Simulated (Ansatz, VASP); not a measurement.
# MgW: VASP beside Ansatz

One calculation is typed for both programs; each brings its own data sets and cutoff. How far apart do they land? The cell is invented: As first built, before any earlier steps moved the atoms (in the runner's words): it takes the MgZr structure with some of its atoms replaced by other elements, volume scaled by an estimate. It may not be a known or stable phase. The cell is taken from a series of VASP runs on this material, whose earlier steps may have relaxed, scaled or displaced it; both programs get it as it stands. Other levels of theory on this material are compared in a session of their own.

Calculated with Ansatz 0.2.0; plane waves, with VASP 6.6.1 beside it; band structure at LDA, spin-orbit coupling.

## Step 1: The starting structure

The structure is hexagonal, space group P-6m2 (No. 187). The conventional cell has a = 2.790 Å, b = 2.790 Å, c = 4.825 Å, α = 90.00°, β = 90.00°, γ = 120.00°. W has 6 W at 2.79 Å and 6 Mg at 2.90 Å nearest. Nearest to Mg lie 6 Mg at 2.79 Å and 6 W at 2.90 Å. As first built, before any earlier steps moved the atoms (in the runner's words): sites of the MgZr structure (space group 187) filled with other elements, volume scaled by an estimate. Farther neighbours are not listed.

## Step 2: VASP: band structure, LDA, spin-orbit coupling

With cell and atoms fixed, the geometry can't cause a difference; cores, projectors, grids and the points listed under the comparison can.

Lines of VASP's logs that name or quote its potential files are left out, and so is its time.

Input file INCAR:

```
SYSTEM = MgW
PREC = Accurate
ENCUT = 400
EDIFF = 1E-06
NELM = 100
ISMEAR = -1
SIGMA = 0.05
LREAL = .FALSE.
ALGO = Normal
GGA = CA
LNONCOLLINEAR = .TRUE.
MAGMOM = 0 0 0 0 0 0
NBANDS = 20
GGA_COMPAT = .FALSE.
LASPH = .TRUE.
LSORBIT = .TRUE.
LMAXMIX = 4
LORBIT = 11
LWAVE = .FALSE.
LCHARG = .FALSE.
```

Input file POSCAR:

```
MgW
1.0
    2.7899567979     -0.0000000269      0.0000000000
   -1.3949779448      2.4161732959      0.0000000000
    0.0000000000      0.0000000000      4.8253086867
W Mg
1 1
Direct
    0.6666666700      0.3333333300      0.5000000000
    0.0000000000      0.0000000000      0.0000000000
```

Input file KPOINTS:

```
Automatic mesh
0
Gamma
9 9 5
0 0 0
```

Input file KPOINTS_OPT:

```
Line mode
16
Line-mode
Reciprocal
  0.00000000   0.00000000   0.00000000 GAMMA
  0.50000000   0.00000000   0.00000000 M

  0.50000000   0.00000000   0.00000000 M
  0.33333333   0.33333333   0.00000000 K

  0.33333333   0.33333333   0.00000000 K
  0.00000000   0.00000000   0.00000000 GAMMA

  0.00000000   0.00000000   0.00000000 GAMMA
  0.00000000   0.00000000   0.50000000 A

  0.00000000   0.00000000   0.50000000 A
  0.50000000   0.00000000   0.50000000 L

  0.50000000   0.00000000   0.50000000 L
  0.33333333   0.33333333   0.50000000 H

  0.33333333   0.33333333   0.50000000 H
  0.00000000   0.00000000   0.50000000 A

  0.50000000   0.00000000   0.50000000 L
  0.50000000   0.00000000   0.00000000 M

  0.33333333   0.33333333   0.00000000 K
  0.33333333   0.33333333   0.50000000 H
```

The projector-augmented-wave data sets are W and Mg (LDA family, release 64).

Run with:

```bash
> mpirun -np 1 vasp_ncl
```

Numbers of over 12 decimals in the logs are rounded to 6 here.

Output:

```text
[banner, memory and clock lines left out]
running    1 mpi-ranks, on    1 nodes
 distrk:  each k-point on    1 cores,    1 groups
 distr:  one band on    1 cores,    1 groups

 POSCAR found type information on POSCAR W Mg
 POSCAR found :  2 types and       2 ions
 LDA part: xc-table for (Slater(with rela. corr.)+CA(PZ))
 , standard interpolation
 POSCAR, INCAR and KPOINTS ok, starting setup
 FFT: planning ... GRIDC
 FFT: planning ... GRID_SOFT
 FFT: planning ... GRID
 WAVECAR not read
 entering main loop
       N       E                     dE             d eps       ncg     rms          rms(c)
DAV:   1     0.874302563758E+01    0.87430E+01   -0.26127E+03  2336   0.534E+02
DAV:   2    -0.150072150117E+02   -0.23750E+02   -0.21345E+02  2924   0.125E+02
DAV:   3    -0.159895104654E+02   -0.98230E+00   -0.95609E+00  2804   0.224E+01
DAV:   4    -0.159946500089E+02   -0.51395E-02   -0.51344E-02  2720   0.173E+00
DAV:   5    -0.159946751443E+02   -0.25135E-04   -0.25135E-04  2652   0.126E-01    0.166E+01
DAV:   6    -0.154426002821E+02    0.55207E+00   -0.43504E-01  2612   0.475E+00    0.751E+00
DAV:   7    -0.152666776055E+02    0.17592E+00   -0.19643E-01  2452   0.299E+00    0.227E+00
DAV:   8    -0.152580975245E+02    0.85801E-02   -0.13007E-02  2880   0.797E-01    0.513E-01
DAV:   9    -0.152565669346E+02    0.15306E-02   -0.45531E-04  2492   0.149E-01    0.134E-01
DAV:  10    -0.152559813535E+02    0.58558E-03   -0.37696E-04  2508   0.122E-01    0.217E-02
DAV:  11    -0.152559749735E+02    0.63800E-05   -0.22528E-05  2628   0.370E-02    0.121E-02
DAV:  12    -0.152559742268E+02    0.74667E-06   -0.11442E-06  2508   0.715E-03
   1 F= -.15255974E+02 E0= -.15247680E+02  d E =-.165890E-01  mag=    -0.0000     0.0000    -0.0000
 Start KPOINTS_OPT (optional k-point list driver)
k-point batch [1-57\144]
       N       E                     dE             ncg
DAV:   1     0.259187769162E+04   -0.71703E+04     2376
DAV:   2     0.122570120820E+04   -0.13662E+04     3008
DAV:   3     0.117373835877E+04   -0.51963E+02     2744
DAV:   4     0.117346705129E+04   -0.27131E+00     2696
DAV:   5     0.117346556991E+04   -0.14814E-02     2652
DAV:   6     0.117346555728E+04   -0.12629E-04     2744
DAV:   7     0.117346555716E+04   -0.11841E-06     2076
[...]
k-point batch [115-144\144]
       N       E                     dE             ncg
DAV:   1     0.823997694615E+04   -0.80536E+04     1224
DAV:   2     0.754527647723E+04   -0.69470E+03     1528
DAV:   3     0.751001760225E+04   -0.35259E+02     1468
DAV:   4     0.750981054655E+04   -0.20706E+00     1496
DAV:   5     0.750980943518E+04   -0.11114E-02     1484
DAV:   6     0.750980942659E+04   -0.85897E-05     1508
DAV:   7     0.750980942651E+04   -0.82831E-07     1260
```

Parts of OUTCAR (step 2):

```text
ion  position               nearest neighbor table
   1  0.667  0.333  0.500-   2 2.90   2 2.90   2 2.90   2 2.90   2 2.90   2 2.90
   2  0.000  0.000  0.000-   1 2.90   1 2.90   1 2.90   1 2.90   1 2.90   1 2.90

  LATTYP: Found a hexagonal cell.
 ALAT       =     2.7899567979
 C/A-ratio  =     1.7295281025

 Subroutine GETGRP returns: Found 12 space group operations
 (whereof 12 operations were pure point group operations)

The static configuration has the point symmetry D_3h.

 Found     57 irreducible k-points:

   k-points           NKPTS =     57   k-points in BZ     NKDIM =     57   number of bands    NBANDS=     20

   dimension x,y,z NGX =    18 NGY =   18 NGZ =   32
   dimension x,y,z NGXF=    36 NGYF=   36 NGZF=   64

   ENCUT  =  400.0 eV  29.40 Ry    5.42 a.u.   4.55  4.55  7.87*2*pi/ulx,y,z

   NELECT =       8.0000    total number of electrons

 k-points in reciprocal lattice and weights: Automatic mesh
   0.00000000  0.00000000  0.00000000       0.002
   0.11111111  0.00000000  0.00000000       0.007
  -0.11111111  0.00000000  0.00000000       0.007
   0.22222222  0.00000000  0.00000000       0.007
  -0.22222222  0.00000000  0.00000000       0.007
   0.33333333  0.00000000  0.00000000       0.007
  -0.33333333 -0.00000000  0.00000000       0.007
   0.44444444  0.00000000  0.00000000       0.007
  -0.44444444  0.00000000  0.00000000       0.007
[...]
-0.33333333 -0.22222222 -0.40000000       0.030
   0.33333333  0.33333333  0.40000000       0.010

 average (electrostatic) potential at core
       1 -39.9987       2 -35.2934

 E-fermi :   5.4162

 k-point     1 :       0.0000    0.0000    0.0000
  band No.  band energies     occupation
    ...
      4       1.0017      1.00000
      5       4.3519      1.00000
      6       4.3519      1.00000
      7       5.1793      0.99133
      8       5.1793      0.99133
      9       5.8360      0.00023
     10       5.8360      0.00023
     11       8.2464      0.00000
     12       8.2464      0.00000
     13       8.7583      0.00000
    ...

 k-point     2 :       0.1111    0.0000    0.0000
  band No.  band energies     occupation
    ...
      4       1.4229      1.00000
      5       4.0624      1.00000
      6       4.0624      1.00000
      7       4.9573      0.99990
      8       4.9573      0.99990
      9       6.0760      0.00000
     10       6.0760      0.00000
     11       8.2262      0.00000
     12       8.2262      0.00000
     13       8.7954      0.00000
    ...

 k-point     3 :      -0.1111    0.0000    0.0000
  band No.  band energies     occupation
    ...
      4       1.4229      1.00000
      5       4.0624      1.00000
      6       4.0624      1.00000
      7       4.9573      0.99990
      8       4.9573      0.99990
      9       6.0760      0.00000
     10       6.0760      0.00000
     11       8.2262      0.00000
     12       8.2262      0.00000
     13       8.7954      0.00000
    ...

  Total        0.2976417      0.2976417     -0.2800948      0.0000001     -0.0000000     -0.0000000
  in kB       14.6606684     14.6606662    -13.7963730      0.0000026     -0.0000000     -0.0000000
  external PRESSURE =       5.1749872 kB  Pullay stress =       0.0000000 kB

  energy-cutoff  :      400.00
  volume of cell :       32.53
      direct lattice vectors                 reciprocal lattice vectors
     2.789956798 -0.000000027  0.000000000     0.358428491  0.206938733  0.000000000
    -1.394977945  2.416173296  0.000000000     0.000000004  0.413877600  0.000000000
     0.000000000  0.000000000  4.825308687     0.000000000  0.000000000  0.207240627

 POSITION                                       TOTAL-FORCE (eV/Angst)
 -----------------------------------------------------------------------------------
      1.39498      0.80539      2.41265         0.000000      0.000000      0.000000
      0.00000      0.00000      0.00000        -0.000000     -0.000000      0.000000
 -----------------------------------------------------------------------------------
    total drift:                               -0.000000     -0.000000     -0.000000

  FREE ENERGIE OF THE ION-ELECTRON SYSTEM (eV)
  ---------------------------------------------------
  free  energy   TOTEN  =       -15.2559742268 eV

  energy  without entropy=      -15.2393852017  energy(sigma->0) =      -15.24767971

 Spin-Orbit-Coupling matrix elements
 Ion:    1  E_soc:     -0.5136040
 Ion:    2  E_soc:     -0.0001599

 total charge
# of ion       s       p       d       tot
------------------------------------------
    1        0.681   0.593   4.080   5.353
    2        0.233   0.211   0.036   0.480
--------------------------------------------------
tot          0.914   0.804   4.116   5.833

 magnetization (x)
# of ion       s       p       d       tot
------------------------------------------
    1        0.000   0.000   0.000   0.000
    2        0.000  -0.000  -0.000  -0.000
--------------------------------------------------
tot          0.000  -0.000  -0.000  -0.000

 magnetization (y)
# of ion       s       p       d       tot
------------------------------------------
    1        0.000   0.000   0.000   0.000
    2        0.000  -0.000   0.000  -0.000
--------------------------------------------------
tot          0.000  -0.000   0.000  -0.000

 magnetization (z)
# of ion       s       p       d       tot
------------------------------------------
    1        0.000   0.000  -0.000  -0.000
    2       -0.000   0.000   0.000   0.000
--------------------------------------------------
tot         -0.000   0.000  -0.000  -0.000

[... 3 further parts left out ...]
```

The run ends at a pressure of 0.52 GPa.

(Part 1 of 2 ends here.)

[Lines on the potential files, build, host, timing and source positions are cut from VASP's logs without a mark.]

[Logs are printed without paths, hosts, clocks, repeated set-up lines and the standing remarks that a program may print on its own settings, such as how far it seeks lower states.]

[Hosts, paths, dates, database ids (printed as entryN), source tags and the programs' standing remarks are cut or masked in the printed files.]
